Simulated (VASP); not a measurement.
# A VASP study of C (Diamond) (PBE + D3(BJ)): structure first, properties next, part 2 of 5

What structure and properties does PBE + D3(BJ) give C (Diamond), and how near are they to the measured ones? The start is a cell from a database of measured crystal structures.

VASP 6.6.1, plane waves and PAW; the level of theory is named at each step.

So far, gap on the k-mesh (eV): step 2 (relaxing cell and atoms (PBE + D3(BJ))) 4.16; step 3 (single point with fields (PBE + D3(BJ))) 4.16. The relaxed cell has a = 3.559 Å (conventional setting).

### 4. Band structure (PBE + D3(BJ))

Level of this step: PBE with D3(BJ); plane waves and PAW (C) (VASP).

Levels along the symmetry lines show where the bands peak and cross; KPOINTS_OPT computes them in the converged potential.

INCAR

```
SYSTEM = C
PREC = Accurate
ENCUT = 520
EDIFF = 1E-06
NELM = 100
ISMEAR = 0
SIGMA = 0.05
LREAL = .FALSE.
ALGO = Normal
GGA = PE
IVDW = 12
NBANDS = 16
LORBIT = 11
LWAVE = .FALSE.
LCHARG = .FALSE.
KPAR = 2
```

POSCAR

```
C
1.0
    0.0000000000      1.7793663622      1.7793663622
    1.7793663622      0.0000000000      1.7793663622
    1.7793663622      1.7793663622      0.0000000000
C
2
Direct
    0.0000000000      0.0000000000      0.0000000000
    0.2500000000      0.2500000000      0.2500000000
```

KPOINTS

```
Automatic mesh
0
Gamma
13 13 13
0 0 0
```

KPOINTS_OPT

```
Line mode
16
Line-mode
Reciprocal
  0.00000000   0.00000000   0.00000000 GAMMA
  0.50000000   0.00000000   0.50000000 X

  0.50000000   0.00000000   0.50000000 X
  0.50000000   0.25000000   0.75000000 W

  0.50000000   0.25000000   0.75000000 W
  0.37500000   0.37500000   0.75000000 K

  0.37500000   0.37500000   0.75000000 K
  0.00000000   0.00000000   0.00000000 GAMMA

  0.00000000   0.00000000   0.00000000 GAMMA
  0.50000000   0.50000000   0.50000000 L

  0.50000000   0.50000000   0.50000000 L
  0.62500000   0.25000000   0.62500000 U

  0.62500000   0.25000000   0.62500000 U
  0.50000000   0.25000000   0.75000000 W

  0.50000000   0.25000000   0.75000000 W
  0.50000000   0.50000000   0.50000000 L

  0.50000000   0.50000000   0.50000000 L
  0.37500000   0.37500000   0.75000000 K

  0.62500000   0.25000000   0.62500000 U
  0.50000000   0.00000000   0.50000000 X
```

The projector-augmented-wave data sets are C (PBE family, release 64).

On the command line:

```sh
mpirun -np 2 vasp_std
```

What it wrote:

```text
[... set-up lines as in an earlier step ...]
 entering main loop
       N       E                     dE             d eps       ncg     rms          rms(c)
DAV:   1     0.282747600206E+01    0.28275E+01   -0.45217E+03  2760   0.496E+02
DAV:   2    -0.185419153755E+02   -0.21369E+02   -0.20701E+02  3576   0.111E+02
DAV:   3    -0.188350536018E+02   -0.29314E+00   -0.29303E+00  3016   0.966E+00
DAV:   4    -0.188352603636E+02   -0.20676E-03   -0.20676E-03  3624   0.328E-01
DAV:   5    -0.188352605355E+02   -0.17191E-06   -0.17191E-06  3000   0.801E-03    0.561E+00
DAV:   6    -0.183457858415E+02    0.48947E+00   -0.17349E-01  2992   0.245E+00    0.335E+00
DAV:   7    -0.181812974122E+02    0.16449E+00   -0.22811E-01  3136   0.281E+00    0.791E-01
DAV:   8    -0.181831971989E+02   -0.18998E-02   -0.89512E-03  2968   0.547E-01    0.674E-02
DAV:   9    -0.181832125987E+02   -0.15400E-04   -0.29429E-05  3592   0.334E-02    0.238E-02
DAV:  10    -0.181832380374E+02   -0.25439E-04   -0.16937E-05  3096   0.260E-02    0.400E-03
DAV:  11    -0.181832378862E+02    0.15124E-06   -0.13058E-07  2600   0.244E-03
   1 F= -.18568417E+02 E0= -.18568417E+02  d E =-.859165E-13
 Start KPOINTS_OPT (optional k-point list driver)
k-point batch [1-84\160]
       N       E                     dE             ncg
DAV:   1     0.267509014188E+04   -0.24429E+05     2736
DAV:   2     0.858511846263E+03   -0.18166E+04     3520
DAV:   3     0.828493221722E+03   -0.30019E+02     3144
DAV:   4     0.828472105291E+03   -0.21116E-01     3480
DAV:   5     0.828472088244E+03   -0.17047E-04     3184
DAV:   6     0.828472088225E+03   -0.18691E-07     2760
k-point batch [85-160\160]
       N       E                     dE             ncg
DAV:   1     0.474120046131E+04   -0.32472E+05     2488
DAV:   2     0.312378472243E+04   -0.16174E+04     3216
DAV:   3     0.310386112430E+04   -0.19924E+02     3040
DAV:   4     0.310384923291E+04   -0.11891E-01     3248
DAV:   5     0.310384922460E+04   -0.83085E-05     3080
DAV:   6     0.310384922460E+04   -0.61409E-08     2568
```

Wall time 26 s (2 MPI ranks of AMD EPYC 7R43, shared host); peak memory 0.22 GiB.

OUTCAR, selected parts (step 4):

```text
 Found     84 irreducible k-points:

   k-points           NKPTS =     84   k-points in BZ     NKDIM =     84   number of bands    NBANDS=     16

   NELECT =       8.0000    total number of electrons

 E-fermi :  10.0510

 k-point     1 :       0.0000    0.0000    0.0000
  band No.  band energies     occupation
      1     -11.7404      2.00000
      2       9.8278      2.00000
      3       9.8278      2.00000
      4       9.8278      2.00000
      5      15.4363      0.00000
      6      15.4363      0.00000
      7      15.4363      0.00000
      8      23.3147      0.00000
      9      29.2082      0.00000
    ...

 k-point     2 :       0.0769    0.0000    0.0000
  band No.  band energies     occupation
      1     -11.5756      2.00000
      2       8.7567      2.00000
      3       9.5469      2.00000
      4       9.5469      2.00000
      5      15.8044      0.00000
      6      15.8044      0.00000
      7      16.0720      0.00000
      8      23.4515      0.00000
      9      29.4852      0.00000
    ...

 Edisp (eV)   -0.38518

  Total       0.00253     0.00253     0.00253     0.00000    -0.00000     0.00000
  in kB       0.35975     0.35975     0.35975     0.00000    -0.00000     0.00000
  external pressure =        0.36 kB  Pullay stress =        0.00 kB

  FREE ENERGIE OF THE ION-ELECTRON SYSTEM (eV)
  ---------------------------------------------------
  free  energy   TOTEN  =       -18.5684172864 eV

  energy  without entropy=      -18.5684172864  energy(sigma->0) =      -18.56841729

[... 10 parts as in an earlier step ...]

[... 5 further parts left out ...]
```

Numbers from this step:

```yaml
bands: 16
fermi_energy: 10.05 eV
pressure: 0.03598 GPa
least_gap_on_mesh_and_path: 4.143 eV
least_direct_gap_on_mesh_and_path: 5.608 eV
conduction_bottom_at_k: 0.3667, 0, 0.3667
```

Electronic bands along the path, in eV, zero at the valence-band top; v1 is the highest filled band, c1 the lowest empty one:

| point | v3 | v2 | v1 | c1 | c2 | c3 | c4 |
| --- | --- | --- | --- | --- | --- | --- | --- |
| Γ | 0.00 | 0.00 | 0.00 | 5.61 | 5.61 | 5.61 | 13.49 |
| 0.53 of the way | -5.03 | -4.42 | -4.42 | 4.38 | 9.75 | 12.16 | 12.16 |
| X | -12.81 | -6.34 | -6.34 | 4.77 | 4.77 | 16.91 | 16.91 |
| 0.47 of the way | -12.51 | -7.26 | -7.26 | 6.65 | 6.65 | 15.83 | 15.83 |
| W | -12.01 | -8.38 | -8.38 | 10.65 | 10.65 | 12.41 | 12.41 |
| 0.47 of the way | -11.70 | -9.09 | -6.77 | 7.71 | 10.88 | 13.42 | 14.30 |
| K | -11.78 | -9.38 | -5.40 | 5.69 | 10.80 | 14.45 | 15.74 |
| 0.47 of the way | -7.01 | -6.04 | -2.00 | 8.52 | 8.63 | 10.55 | 13.76 |
| Γ | 0.00 | 0.00 | 0.00 | 5.61 | 5.61 | 5.61 | 13.49 |
| 0.53 of the way | -7.19 | -1.89 | -1.89 | 7.95 | 7.95 | 8.32 | 14.88 |
| L | -13.45 | -2.82 | -2.82 | 8.49 | 8.49 | 8.94 | 15.76 |
| 0.47 of the way | -12.77 | -5.58 | -3.84 | 7.32 | 10.63 | 11.52 | 15.19 |
| U | -11.78 | -9.38 | -5.40 | 5.69 | 10.80 | 14.45 | 15.74 |
| 0.47 of the way | -11.71 | -9.16 | -6.50 | 7.29 | 10.87 | 13.62 | 14.60 |
| W | -12.01 | -8.38 | -8.38 | 10.65 | 10.65 | 12.41 | 12.41 |
| 0.47 of the way | -12.30 | -6.67 | -4.96 | 8.39 | 9.62 | 13.45 | 14.79 |
| L | -13.45 | -2.82 | -2.82 | 8.49 | 8.49 | 8.94 | 15.76 |
| 0.47 of the way | -12.77 | -5.58 | -3.84 | 7.32 | 10.63 | 11.52 | 15.19 |
| K | -11.78 | -9.38 | -5.40 | 5.69 | 10.80 | 14.45 | 15.74 |
| jump to U | -11.78 | -9.38 | -5.40 | 5.69 | 10.80 | 14.45 | 15.74 |
| 0.47 of the way | -12.52 | -7.75 | -6.06 | 5.04 | 6.92 | 16.12 | 16.52 |
| X | -12.81 | -6.34 | -6.34 | 4.77 | 4.77 | 16.91 | 16.91 |

The electronic bands as a text plot (rows in eV, shown from -8.0 to 10.1 only):

```
    9.8 |   ++       ++     +              +       +++ + ++
    9.0 |     +               +        +++++     +  + ++++    +
    8.3 |  +        +       ++++      ++++++         +++++
    7.5 | +            +   +  +      +      +             +
    6.7 |      +          +    ++   +        +  +          +   +
    6.0 |+      +  +    ++      ++ +          ++            ++
    5.2 |+++      +               +                           +++
    4.5 |   ++++++                                              +
    3.7 |
    3.0 |
    2.2 |
    1.4 |
    0.7 |
   -0.1 |*                      ****
   -0.8 | *                   **   **
   -1.6 | **                    *    **
   -2.3 |                    *      *  **
   -3.1 |   *               *  *         ***           ****
   -3.8 |                  *  **           **         **   *
   -4.6 |    **           *          *       *       **   * *
   -5.4 |    * *        **    *             * **             **
   -6.1 |     * **           *                  *   **     *   **
   -6.9 |         **   *     *        *            *
   -7.6 |           *       *                *   *  *          *
         Γ       X    W  K        Γ      L     U  W     L   K|U X
```

The path finds the gap of the mesh within 0.02 eV, so the mesh comes close to both band edges.

### 5. Total and projected DOS (PBE + D3(BJ))

A density of states needs more k-points than a total energy; ISMEAR = -5 takes tetrahedra, and LORBIT projects the states on the PAW spheres. The mesh is finer than in the run before.

Edit INCAR of step 4 so:

```diff
@@ -5,3 +5,3 @@
 NELM = 100
-ISMEAR = 0
+ISMEAR = -5
 SIGMA = 0.05
@@ -16 +16,2 @@
 KPAR = 2
+NEDOS = 2001
```

POSCAR is that of step 4.

KPOINTS

```
Automatic mesh
0
Gamma
19 19 19
0 0 0
```

On the command line:

```sh
mpirun -np 2 vasp_std
```

What it wrote:

```text
[... set-up lines as in an earlier step ...]
 entering main loop
       N       E                     dE             d eps       ncg     rms          rms(c)
DAV:   1     0.308123989165E+01    0.30812E+01   -0.45458E+03  7224   0.500E+02
DAV:   2    -0.185292037873E+02   -0.21610E+02   -0.20938E+02  9424   0.111E+02
DAV:   3    -0.188350561345E+02   -0.30585E+00   -0.30572E+00  7976   0.988E+00
DAV:   4    -0.188352757411E+02   -0.21961E-03   -0.21960E-03  9456   0.337E-01
DAV:   5    -0.188352759239E+02   -0.18280E-06   -0.18280E-06  7944   0.822E-03    0.561E+00
DAV:   6    -0.183458196927E+02    0.48946E+00   -0.17346E-01  7856   0.245E+00    0.335E+00
DAV:   7    -0.181813181379E+02    0.16450E+00   -0.22756E-01  8272   0.281E+00    0.791E-01
DAV:   8    -0.181832221449E+02   -0.19040E-02   -0.89725E-03  7792   0.547E-01    0.685E-02
DAV:   9    -0.181832366151E+02   -0.14470E-04   -0.29965E-05  9448   0.336E-02    0.240E-02
DAV:  10    -0.181832622155E+02   -0.25600E-04   -0.17065E-05  8200   0.261E-02    0.403E-03
DAV:  11    -0.181832620649E+02    0.15061E-06   -0.12450E-07  6768   0.239E-03
   1 F= -.18568441E+02 E0= -.18568441E+02  d E =0.000000E+00
```

Run time: 30 s. Hardware: 2 MPI ranks; peak memory 0.24 GiB; 58 s of CPU time.

Parts of OUTCAR (step 5):

```text
   k-points           NKPTS =    220   k-points in BZ     NKDIM =    220   number of bands    NBANDS=     16

   NELECT =       8.0000    total number of electrons

 E-fermi :   9.8332

 k-point     2 :       0.0526    0.0000    0.0000
  band No.  band energies     occupation
      1     -11.6632      2.00000
      2       9.2914      2.00000
      3       9.6902      2.00000
      4       9.6902      2.00000
      5      15.6158      0.00000
      6      15.6158      0.00000
      7      15.7677      0.00000
      8      23.3788      0.00000
      9      29.3424      0.00000
    ...

 Edisp (eV)   -0.38518

  Total       0.00222     0.00222     0.00222    -0.00000    -0.00000     0.00000
  in kB       0.31602     0.31602     0.31602    -0.00000    -0.00000     0.00000
  external pressure =        0.32 kB  Pullay stress =        0.00 kB

  FREE ENERGIE OF THE ION-ELECTRON SYSTEM (eV)
  ---------------------------------------------------
  free  energy   TOTEN  =       -18.5684414651 eV

  energy  without entropy=      -18.5684414651  energy(sigma->0) =      -18.56844147

[... 11 parts as in an earlier step ...]

[... 6 further parts left out ...]
```

This step gave:

```
irreducible k-points   : 220
Fermi energy           : 9.833 eV
pressure               : 0.03160 GPa
conduction bottom at k : 0.3684, 0.3684, 0
gap on the k-mesh      : 4.144 eV
```

The density of states has structure finer than the step of the table below, so its rows give means over 1 eV, whole bins alone (the curve runs from -12.0 to 12.1 eV). Peaks (eV: height): total -11.5: 0.697, -6.3: 0.808, 8.2: 1.19, 9.3: 0.981, 12.0: 0.696; C p -11.5: 0.218, -6.2: 0.477, 8.2: 0.503, 8.8: 0.428, 9.3: 0.407; C s -11.4: 0.223, 8.2: 0.0964, 9.3: 0.142, 12.0: 0.131.

States under -12.0 eV and over 12.1 eV are left out. Table of density of states by energy, zero at the valence-band top; means over each step; values in states/eV/cell:

| energy (eV) | total | C p | C s |
| --- | --- | --- | --- |
| -11 | 0.465 | 0.151 | 0.144 |
| -10 | 0.289 | 0.103 | 0.0833 |
| -9 | 0.418 | 0.189 | 0.0665 |
| -8 | 0.512 | 0.253 | 0.0639 |
| -7 | 0.597 | 0.322 | 0.0553 |
| -6 | 0.773 | 0.459 | 0.0443 |
| -5 | 0.728 | 0.455 | 0.0328 |
| -4 | 0.679 | 0.446 | 0.0217 |
| -3 | 0.583 | 0.401 | 0.0132 |
| -2 | 0.305 | 0.215 | 0.00646 |
| -1 | 0.155 | 0.113 | 0.00231 |
| 0 | 0.0257 | 0.0191 | 1.9e-4 |
| 1 | 0 | 0 | 0 |
| 2 | 0 | 0 | 0 |
| 3 | 0 | 0 | 0 |
| 4 | 0.0187 | 0.00406 | 0.00389 |
| 5 | 0.233 | 0.0593 | 0.0419 |
| 6 | 0.467 | 0.154 | 0.0631 |
| 7 | 0.626 | 0.231 | 0.0706 |
| 8 | 0.960 | 0.396 | 0.0852 |
| 9 | 0.869 | 0.365 | 0.115 |
| 10 | 0.847 | 0.360 | 0.108 |
| 11 | 0.590 | 0.270 | 0.0754 |

The gap on this mesh is 4.14 eV. In the top eV of the valence band the largest shares in the PAW spheres are C p 74 %; in the lowest eV of the conduction band, C p 24 % and C s 19 %. The rest lies in smaller channels or between the spheres.

(Part 2 of 5 ends here.)

[Lines on the potential files, build, host, timing and source positions are cut from VASP's logs without a mark.]

[Logs are printed without paths, hosts, clocks, repeated set-up lines and the standing remarks that a program may print on its own settings, such as how far it seeks lower states.]

[Hosts, paths, dates, database ids (printed as entryN), source tags and the programs' standing remarks are cut or masked in the printed files.]

[Measured values are set beside computed ones only where the two were judged alike; some that the calculation misses by far are left out.]

[In band tables of VASP the shares of atoms and orbitals are scaled to a sum of 1 inside the atoms' spheres.]
